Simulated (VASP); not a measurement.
Wanted: the native input for a VASP 6.6.1 run.

| Quantity | Value |
| --- | --- |
| Task | single point |
| Functional | PBEsol |
| Potentials or basis | VASP PAW PBE potentials, release 64 (Sn_d) |
| Cutoff | 900 eV |
| k mesh | 16 × 16 × 16 |
| Occupations | gaussian, width 0.1 eV |
| Spin | no spin polarisation |
| Further INCAR settings | ALGO = Fast; EDIFF = 1e-07 |

The structure of Sn lies in POSCAR:

```
Sn
1.0
   -2.9193500000      2.9193500000      1.5757600000
    2.9193500000     -2.9193500000      1.5757600000
    2.9193500000      2.9193500000     -1.5757600000
Sn
2
Direct
    1.0000000000      1.0000000000      1.0000000000
    0.7500000000      0.2500000000      0.5000000000
```

One way to write it, as run:

INCAR

```
SYSTEM = Sn
ALGO = Fast ; EDIFF = 1E-7
ENCUT = 900 ; GGA = PS
ISIF = 2 ; ISMEAR = 0
LASPH = .True. ; LCHARG = .True.
LELF = .True. ; LREAL = .False.
LVHAR = .True. ; LWAVE = .False.
NELM = 100 ; PREC = Accurate
SIGMA = 0.1
```

KPOINTS

```
k-points
0
Gamma
  16 16 16
  0 0 0
```

Potentials or basis: VASP PAW PBE potentials, release 64 (Sn_d).

Command:

```bash
$ cat potpaw_PBE.64/Sn_d/POTCAR > POTCAR
$ mpirun -np 1 vasp_std > vasp.out
```

It gave:

```
Pressure               : 0.0 GPa
Band gap on the k mesh : none (metal or under the smearing width)
```

Caveat: the PAW data sets were made with another functional, which shifts forces and pressure a little.

It took 19 min on 1 thread of Intel(R) Xeon(R) Platinum 8488C (Sapphire Rapids), with other jobs on the host, peak memory 0.81 GiB.
